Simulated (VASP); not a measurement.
# GaP: GW quasiparticle gap, part 2 of 4

Aim: the quasiparticle gap of GaP, and what it costs to get it. The cell is of the zinc-blende type, one of the forms listed for this formula. The start is a cell from a database of measured crystal structures.

VASP 6.6.1, plane waves and PAW; the level of theory is named at each step.

So far, quasiparticle gap on the mesh (eV): step 3 (G0W0, ENCUTGW 80, bands in the sums 72) 1.97. Also gap on the k-mesh (eV): step 2 (empty bands) 1.62.

## 5. G0W0, ENCUTGW 100, bands in the sums 96

This step: G0W0 on PBE; plane waves and PAW (Ga_d_GW, P_GW) (VASP 6.6.1).

ENCUTGW rises to 100 eV and the bands with it, to about the number of plane waves under that cutoff.

Contents of INCAR:

```
SYSTEM = GaP
PREC = Accurate
ENCUT = 430
ISMEAR = 0
SIGMA = 0.01
LREAL = .FALSE.
GGA = PE
NBANDS = 96
ALGO = EVGW0
NELMGW = 1
ENCUTGW = 100
NOMEGA = 64
PRECFOCK = Fast
NBANDSGW = 24
LWAVE = .FALSE.
LCHARG = .FALSE.
```

Contents of POSCAR:

```
GaP
1.0
    0.0000000000      2.7252500000      2.7252500000
    2.7252500000      0.0000000000      2.7252500000
    2.7252500000      2.7252500000      0.0000000000
Ga P
1 1
Direct
    0.0000000000      0.0000000000      0.0000000000
    0.7500000000      0.7500000000      0.7500000000
```

Contents of KPOINTS:

```
Automatic mesh
0
Gamma
4 4 4
0 0 0
```

The projector-augmented-wave data sets are Ga_d_GW and P_GW (PBE family, release 64).

On the command line:

```
> mpirun -np 8 vasp_std
```

The log of the run:

```text
[banner, memory and clock lines left out]
running    8 mpi-ranks, on    1 nodes
[...]
[... a notice as in an earlier step ...]

|                                                                             |
|           W    W    AA    RRRRR   N    N  II  N    N   GGGG   !!!           |
|           W    W   A  A   R    R  NN   N  II  NN   N  G    G  !!!           |
|           W    W  A    A  R    R  N N  N  II  N N  N  G       !!!           |
|           W WW W  AAAAAA  RRRRR   N  N N  II  N  N N  G  GGG   !            |
|           WW  WW  A    A  R   R   N   NN  II  N   NN  G    G                |
|           W    W  A    A  R    R  N    N  II  N    N   GGGG   !!!           |
|                                                                             |
|     The default for ENCUTGWSOFT is different in this version of VASP.       |
|     please manually set ENCUTGWSOFT =100 in the INCAR file.                 |
|                                                                             |

[...]
total number of BLAS operations         42.76 Gflops
NQ=   4    0.2500    0.2500    0.0000,
|.........|.........|.........|.........|.........|.........|.........|.........
 performed        898000 updates of chi_q(r,r)
 total number of BLAS operations         57.78 Gflops
NQ=   5    0.5000    0.2500    0.0000,
|.........|.........|.........|.........|.........|.........|.........|.........
 performed       1265000 updates of chi_q(r,r)
 total number of BLAS operations         83.75 Gflops
NQ=   6   -0.2500    0.2500    0.0000,
|.........|.........|.........|.........|.........|.........|.........|.........
 performed       1595000 updates of chi_q(r,r)
 total number of BLAS operations        106.63 Gflops
NQ=   7    0.5000    0.5000    0.0000,
|.........|.........|.........|.........|.........|.........|.........|.........
 performed       1796000 updates of chi_q(r,r)
 total number of BLAS operations        120.28 Gflops
NQ=   8   -0.2500    0.5000    0.2500,
|.........|.........|.........|.........|.........|.........|.........|.........
 performed       2052000 updates of chi_q(r,r)
 total number of BLAS operations        140.83 Gflops
 resolving degeneracies of screened two electron integrals

 calculate QP shifts <psi_nk| G(iteration)W_0 |psi_nk>: iteration 1
 entering main loop
[key lines of the parts left out:]
E-fermi :   5.2175
```

Elapsed: 10 s, on 8 MPI ranks of Intel Xeon 6975P-C (Granite Rapids), shared host; peak memory 1.2 GiB.

From OUTCAR (step 5):

```text
 QP shifts <psi_nk| G(iteration)W_0 |psi_nk>: iteration 1
 for sc-GW calculations column KS-energies equals QP-energies in previous step
 and V_xc(KS)=  KS-energies - (<T + V_ion + V_H > + <T+V_H+V_ion>^1  + <V_x>^1)
 k-point   1 :       0.0000    0.0000    0.0000
  band No.  KS-energies  QP-energies   sigma(KS)   V_xc(KS)     V^pw_x(r,r')   Z            occupation Imag(sigma)
    ...
      6      -8.0963      -8.5013     -11.9936     -11.3620     -18.6678       0.6412       2.0000       0.9809
      7       4.4052       3.9772     -13.1765     -12.6166     -14.6171       0.7645       2.0000       0.0399
      8       4.4052       3.9772     -13.1765     -12.6166     -14.6171       0.7645       2.0000       0.0399
      9       4.4052       3.9772     -13.1765     -12.6166     -14.6171       0.7645       2.0000       0.0399
     10       6.2183       6.7078     -10.9935     -11.6281      -6.8650       0.7713       0.0000      -0.0575
     11       8.2588       8.5331     -10.1259     -10.4838      -5.8174       0.7663       0.0000      -0.0681
     12       8.2588       8.5331     -10.1259     -10.4838      -5.8174       0.7663       0.0000      -0.0681
     13       8.2588       8.5331     -10.1259     -10.4838      -5.8174       0.7663       0.0000      -0.0681
    ...

[... 1 part as in an earlier step ...]

[... 2 further parts left out ...]
[key lines of the parts left out:]
E-fermi :   5.2175
```

The gap is now 2.027 eV, +59 meV against the GW run before. Spin-orbit coupling is left out.

## 6. Empty bands

This step: PBE; plane waves and PAW (Ga_d_GW, P_GW) (VASP 6.6.1).

The empty bands are made again, for the run that follows.

Contents of INCAR:

```
SYSTEM = GaP
PREC = Accurate
ENCUT = 430
ISMEAR = 0
SIGMA = 0.01
LREAL = .FALSE.
GGA = PE
NBANDS = 128
ALGO = Exact
NELM = 1
LWAVE = .TRUE.
LCHARG = .FALSE.
LOPTICS = .TRUE.
NEDOS = 1000
CSHIFT = 0.1
```

POSCAR is that of step 5.

KPOINTS is that of step 5.

On the command line:

```
> mpirun -np 8 vasp_std
```

The log of the run:

```text
[banner, memory and clock lines left out]
running    8 mpi-ranks, on    1 nodes
[...]
[... a notice as in an earlier step ...]

 LDA part: xc-table for (Slater+PW92), standard interpolation
 found WAVECAR, reading the header
  number of bands has changed, file:    15 present:   128
  trying to continue reading WAVECAR, but it might fail
 POSCAR, INCAR and KPOINTS ok, starting setup
[...]
reading WAVECAR
 random initialization beyond band           15
 the WAVECAR file was read successfully
 initial charge from wavefunction
 entering main loop
       N       E                     dE             d eps       ncg     rms          rms(c)
DIA:   1    -0.895515124010E+01   -0.89552E+01    0.00000E+00     0   0.000E+00
   1 F= -.89551512E+01 E0= -.89551512E+01  d E =-.267616E-84
 writing wavefunctions
 optical routines
 imaginary and real dielectric function
 recalculating local potential from charge density
 direction            1
 direction            2
 direction            3
```

Wall time 2.6 s (8 MPI ranks); peak memory 1.1 GiB.

Parts of OUTCAR (step 6):

```text
  Total        0.7265392      0.7265392      0.7265392     -0.0000000     -0.0000000      0.0000000
  in kB       28.7554788     28.7554788     28.7554788     -0.0000000     -0.0000000      0.0000000
  external PRESSURE =      28.7554788 kB  Pullay stress =       0.0000000 kB

 POSITION                                       TOTAL-FORCE (eV/Angst)
 -----------------------------------------------------------------------------------
      0.00000      0.00000      0.00000        -0.000000     -0.000000      0.000000
      4.08788      4.08788      4.08788         0.000000      0.000000     -0.000000
 -----------------------------------------------------------------------------------
    total drift:                               -0.000011     -0.000011     -0.000011

  FREE ENERGIE OF THE ION-ELECTRON SYSTEM (eV)
  ---------------------------------------------------
  free  energy   TOTEN  =        -8.9551512401 eV

  energy  without entropy=       -8.9551512401  energy(sigma->0) =       -8.95515124

[... 1 part as in an earlier step ...]

[... 2 further parts left out ...]
[key lines of the parts left out:]
E-fermi :   4.5418
```

WAVECAR now holds 128 bands for 18 electrons.

## 7. G0W0, ENCUTGW 120, bands in the sums 128

This step: G0W0 on PBE; plane waves and PAW (Ga_d_GW, P_GW) (VASP 6.6.1).

ENCUTGW rises to 120 eV and the bands with it, to about the number of plane waves under that cutoff.

Contents of INCAR:

```
SYSTEM = GaP
PREC = Accurate
ENCUT = 430
ISMEAR = 0
SIGMA = 0.01
LREAL = .FALSE.
GGA = PE
NBANDS = 128
ALGO = EVGW0
NELMGW = 1
ENCUTGW = 120
NOMEGA = 64
PRECFOCK = Fast
NBANDSGW = 24
LWAVE = .FALSE.
LCHARG = .FALSE.
```

POSCAR is that of step 6.

KPOINTS is that of step 6.

On the command line:

```
> mpirun -np 8 vasp_std
```

The log of the run:

```text
[banner, memory and clock lines left out]
running    8 mpi-ranks, on    1 nodes
[...]
[... a notice as in an earlier step ...]

|                                                                             |
|           W    W    AA    RRRRR   N    N  II  N    N   GGGG   !!!           |
|           W    W   A  A   R    R  NN   N  II  NN   N  G    G  !!!           |
|           W    W  A    A  R    R  N N  N  II  N N  N  G       !!!           |
|           W WW W  AAAAAA  RRRRR   N  N N  II  N  N N  G  GGG   !            |
|           WW  WW  A    A  R   R   N   NN  II  N   NN  G    G                |
|           W    W  A    A  R    R  N    N  II  N    N   GGGG   !!!           |
|                                                                             |
|     The default for ENCUTGWSOFT is different in this version of VASP.       |
|     please manually set ENCUTGWSOFT =120 in the INCAR file.                 |
|                                                                             |

[...]
total number of BLAS operations        100.14 Gflops
NQ=   4    0.2500    0.2500    0.0000,
|.........|.........|.........|.........|.........|.........|.........|.........
 performed       1211000 updates of chi_q(r,r)
 total number of BLAS operations        144.92 Gflops
NQ=   5    0.5000    0.2500    0.0000,
|.........|.........|.........|.........|.........|.........|.........|.........
 performed       1704000 updates of chi_q(r,r)
 total number of BLAS operations        202.72 Gflops
NQ=   6   -0.2500    0.2500    0.0000,
|.........|.........|.........|.........|.........|.........|.........|.........
 performed       2148000 updates of chi_q(r,r)
 total number of BLAS operations        258.25 Gflops
NQ=   7    0.5000    0.5000    0.0000,
|.........|.........|.........|.........|.........|.........|.........|.........
 performed       2420000 updates of chi_q(r,r)
 total number of BLAS operations        287.56 Gflops
NQ=   8   -0.2500    0.5000    0.2500,
|.........|.........|.........|.........|.........|.........|.........|.........
 performed       2765000 updates of chi_q(r,r)
 total number of BLAS operations        324.81 Gflops
 resolving degeneracies of screened two electron integrals

 calculate QP shifts <psi_nk| G(iteration)W_0 |psi_nk>: iteration 1
 entering main loop
[key lines of the parts left out:]
E-fermi :   5.2175
```

It took 12 s on 8 MPI ranks; peak memory 1.3 GiB; 93 s of CPU time.

From OUTCAR (step 7):

```text
 QP shifts <psi_nk| G(iteration)W_0 |psi_nk>: iteration 1
 for sc-GW calculations column KS-energies equals QP-energies in previous step
 and V_xc(KS)=  KS-energies - (<T + V_ion + V_H > + <T+V_H+V_ion>^1  + <V_x>^1)
 k-point   1 :       0.0000    0.0000    0.0000
  band No.  KS-energies  QP-energies   sigma(KS)   V_xc(KS)     V^pw_x(r,r')   Z            occupation Imag(sigma)
    ...
      6      -8.0963      -8.5650     -12.0925     -11.3620     -18.6678       0.6416       2.0000       0.9742
      7       4.4052       3.8908     -13.2896     -12.6166     -14.6171       0.7643       2.0000       0.0380
      8       4.4052       3.8908     -13.2896     -12.6166     -14.6171       0.7643       2.0000       0.0380
      9       4.4052       3.8908     -13.2896     -12.6166     -14.6171       0.7643       2.0000       0.0380
     10       6.2183       6.6132     -11.1160     -11.6281      -6.8650       0.7710       0.0000      -0.0583
     11       8.2588       8.4642     -10.2157     -10.4838      -5.8174       0.7658       0.0000      -0.0690
     12       8.2588       8.4642     -10.2157     -10.4838      -5.8174       0.7658       0.0000      -0.0690
     13       8.2588       8.4642     -10.2157     -10.4838      -5.8174       0.7658       0.0000      -0.0690
    ...

[... 1 part as in an earlier step ...]

[... 2 further parts left out ...]
[key lines of the parts left out:]
E-fermi :   5.2175
```

The gap is now 2.073 eV, +46 meV against the GW run before. Spin-orbit coupling is left out.

## 8. Empty bands

This step: PBE; plane waves and PAW (Ga_d_GW, P_GW) (VASP 6.6.1).

The empty bands are made again, for the run that follows.

Contents of INCAR:

```
SYSTEM = GaP
PREC = Accurate
ENCUT = 430
ISMEAR = 0
SIGMA = 0.01
LREAL = .FALSE.
GGA = PE
NBANDS = 168
ALGO = Exact
NELM = 1
LWAVE = .TRUE.
LCHARG = .FALSE.
LOPTICS = .TRUE.
NEDOS = 1000
CSHIFT = 0.1
```

POSCAR is that of step 7.

KPOINTS is that of step 7.

On the command line:

```
> mpirun -np 8 vasp_std
```

The log of the run:

```text
[banner, memory and clock lines left out]
running    8 mpi-ranks, on    1 nodes
[...]
[... a notice as in an earlier step ...]

 LDA part: xc-table for (Slater+PW92), standard interpolation
 found WAVECAR, reading the header
  number of bands has changed, file:    15 present:   168
  trying to continue reading WAVECAR, but it might fail
 POSCAR, INCAR and KPOINTS ok, starting setup
[...]
reading WAVECAR
 random initialization beyond band           15
 the WAVECAR file was read successfully
 initial charge from wavefunction
 entering main loop
       N       E                     dE             d eps       ncg     rms          rms(c)
DIA:   1    -0.895515124005E+01   -0.89552E+01    0.00000E+00     0   0.000E+00
   1 F= -.89551512E+01 E0= -.89551512E+01  d E =-.439097E-80
 writing wavefunctions
 optical routines
 imaginary and real dielectric function
 recalculating local potential from charge density
 direction            1
 direction            2
 direction            3
```

Wall time 2.4 s (8 MPI ranks); peak memory 1.1 GiB; 15 s of CPU time.

OUTCAR, selected parts (step 8):

```text
  Total        0.7265392      0.7265392      0.7265392     -0.0000000      0.0000000     -0.0000000
  in kB       28.7554789     28.7554789     28.7554789     -0.0000000      0.0000000     -0.0000000
  external PRESSURE =      28.7554789 kB  Pullay stress =       0.0000000 kB

  FREE ENERGIE OF THE ION-ELECTRON SYSTEM (eV)
  ---------------------------------------------------
  free  energy   TOTEN  =        -8.9551512400 eV

  energy  without entropy=       -8.9551512400  energy(sigma->0) =       -8.95515124

[... 2 parts as in an earlier step ...]

[... 2 further parts left out ...]
[key lines of the parts left out:]
E-fermi :   4.5382
```

WAVECAR now holds 168 bands for 18 electrons.

## 9. G0W0, ENCUTGW 145, bands in the sums 168

This step: G0W0 on PBE; plane waves and PAW (Ga_d_GW, P_GW) (VASP 6.6.1).

ENCUTGW rises to 145 eV and the bands with it, to about the number of plane waves under that cutoff.

Contents of INCAR:

```
SYSTEM = GaP
PREC = Accurate
ENCUT = 430
ISMEAR = 0
SIGMA = 0.01
LREAL = .FALSE.
GGA = PE
NBANDS = 168
ALGO = EVGW0
NELMGW = 1
ENCUTGW = 145
NOMEGA = 64
PRECFOCK = Fast
NBANDSGW = 24
LWAVE = .FALSE.
LCHARG = .FALSE.
```

POSCAR is that of step 8.

KPOINTS is that of step 8.

On the command line:

```
> mpirun -np 8 vasp_std
```

The log of the run:

```text
[banner, memory and clock lines left out]
running    8 mpi-ranks, on    1 nodes
[...]
[... a notice as in an earlier step ...]

|                                                                             |
|           W    W    AA    RRRRR   N    N  II  N    N   GGGG   !!!           |
|           W    W   A  A   R    R  NN   N  II  NN   N  G    G  !!!           |
|           W    W  A    A  R    R  N N  N  II  N N  N  G       !!!           |
|           W WW W  AAAAAA  RRRRR   N  N N  II  N  N N  G  GGG   !            |
|           WW  WW  A    A  R   R   N   NN  II  N   NN  G    G                |
|           W    W  A    A  R    R  N    N  II  N    N   GGGG   !!!           |
|                                                                             |
|     The default for ENCUTGWSOFT is different in this version of VASP.       |
|     please manually set ENCUTGWSOFT =145 in the INCAR file.                 |
|                                                                             |

[...]
total number of BLAS operations        228.39 Gflops
NQ=   4    0.2500    0.2500    0.0000,
|.........|.........|.........|.........|.........|.........|.........|.........
 performed       1601000 updates of chi_q(r,r)
 total number of BLAS operations        331.51 Gflops
NQ=   5    0.5000    0.2500    0.0000,
|.........|.........|.........|.........|.........|.........|.........|.........
 performed       2251000 updates of chi_q(r,r)
 total number of BLAS operations        461.50 Gflops
NQ=   6   -0.2500    0.2500    0.0000,
|.........|.........|.........|.........|.........|.........|.........|.........
 performed       2837000 updates of chi_q(r,r)
 total number of BLAS operations        587.67 Gflops
NQ=   7    0.5000    0.5000    0.0000,
|.........|.........|.........|.........|.........|.........|.........|.........
 performed       3197000 updates of chi_q(r,r)
 total number of BLAS operations        652.57 Gflops
NQ=   8   -0.2500    0.5000    0.2500,
|.........|.........|.........|.........|.........|.........|.........|.........
 performed       3654000 updates of chi_q(r,r)
 total number of BLAS operations        741.61 Gflops
 resolving degeneracies of screened two electron integrals

 calculate QP shifts <psi_nk| G(iteration)W_0 |psi_nk>: iteration 1
 entering main loop
[key lines of the parts left out:]
E-fermi :   5.2175
```

Wall time 16 s (8 MPI ranks); peak memory 1.6 GiB; 2.1 min of CPU time.

Parts of OUTCAR (step 9):

```text
 QP shifts <psi_nk| G(iteration)W_0 |psi_nk>: iteration 1
 for sc-GW calculations column KS-energies equals QP-energies in previous step
 and V_xc(KS)=  KS-energies - (<T + V_ion + V_H > + <T+V_H+V_ion>^1  + <V_x>^1)
 k-point   1 :       0.0000    0.0000    0.0000
  band No.  KS-energies  QP-energies   sigma(KS)   V_xc(KS)     V^pw_x(r,r')   Z            occupation Imag(sigma)
    ...
      6      -8.0963      -8.6169     -12.1700     -11.3620     -18.6678       0.6443       2.0000       0.9741
      7       4.4052       3.8230     -13.3781     -12.6166     -14.6171       0.7645       2.0000       0.0433
      8       4.4052       3.8230     -13.3781     -12.6166     -14.6171       0.7645       2.0000       0.0433
      9       4.4052       3.8230     -13.3781     -12.6166     -14.6171       0.7645       2.0000       0.0433
     10       6.2183       6.5410     -11.2065     -11.6281      -6.8650       0.7653       0.0000      -0.0453
     11       8.2588       8.4166     -10.2777     -10.4838      -5.8174       0.7653       0.0000      -0.0578
     12       8.2588       8.4166     -10.2777     -10.4838      -5.8174       0.7653       0.0000      -0.0578
     13       8.2588       8.4166     -10.2777     -10.4838      -5.8174       0.7653       0.0000      -0.0578
    ...

[... 1 part as in an earlier step ...]

[... 2 further parts left out ...]
[key lines of the parts left out:]
E-fermi :   5.2175
```

The gap is now 2.116 eV, +42 meV against the GW run before. Spin-orbit coupling is left out.

## 10. Empty bands

This step: PBE; plane waves and PAW (Ga_d_GW, P_GW) (VASP 6.6.1).

The empty bands are made again, for the run that follows.

Contents of INCAR:

```
SYSTEM = GaP
PREC = Accurate
ENCUT = 430
ISMEAR = 0
SIGMA = 0.01
LREAL = .FALSE.
GGA = PE
NBANDS = 208
ALGO = Exact
NELM = 1
LWAVE = .TRUE.
LCHARG = .FALSE.
LOPTICS = .TRUE.
NEDOS = 1000
CSHIFT = 0.1
```

POSCAR is that of step 9.

KPOINTS is that of step 9.

On the command line:

```
> mpirun -np 8 vasp_std
```

The log of the run:

```text
[banner, memory and clock lines left out]
running    8 mpi-ranks, on    1 nodes
[...]
[... a notice as in an earlier step ...]

 LDA part: xc-table for (Slater+PW92), standard interpolation
 found WAVECAR, reading the header
  number of bands has changed, file:    15 present:   208
  trying to continue reading WAVECAR, but it might fail
 POSCAR, INCAR and KPOINTS ok, starting setup
[...]
reading WAVECAR
 random initialization beyond band           15
 the WAVECAR file was read successfully
 initial charge from wavefunction
 entering main loop
       N       E                     dE             d eps       ncg     rms          rms(c)
DIA:   1    -0.895515124021E+01   -0.89552E+01    0.00000E+00     0   0.000E+00
   1 F= -.89551512E+01 E0= -.89551512E+01  d E =-.248828-142
 writing wavefunctions
 optical routines
 imaginary and real dielectric function
 recalculating local potential from charge density
 direction            1
 direction            2
 direction            3
```

It took 2.6 s on 8 MPI ranks; peak memory 1 GiB; 16 s of CPU time.

Parts of OUTCAR (step 10):

```text
  Total        0.7265392      0.7265392      0.7265392      0.0000000      0.0000000      0.0000000
  in kB       28.7554789     28.7554789     28.7554789      0.0000000      0.0000000      0.0000000
  external PRESSURE =      28.7554789 kB  Pullay stress =       0.0000000 kB

[... 4 parts as in an earlier step ...]

[... 2 further parts left out ...]
[key lines of the parts left out:]
E-fermi :   4.5841
```

WAVECAR now holds 208 bands for 18 electrons.

(Continued in part 3 of 4.)

[Lines on the potential files, build, host, timing and source positions are cut from VASP's logs without a mark.]

[Logs are printed without paths, hosts, clocks, repeated set-up lines and the standing remarks that a program may print on its own settings, such as how far it seeks lower states.]

[Hosts, paths, dates, database ids (printed as entryN), source tags and the programs' standing remarks are cut or masked in the printed files.]

[Pressures printed for these runs are not shown converged in the cutoff: they can be off by several GPa and have the wrong sign.]
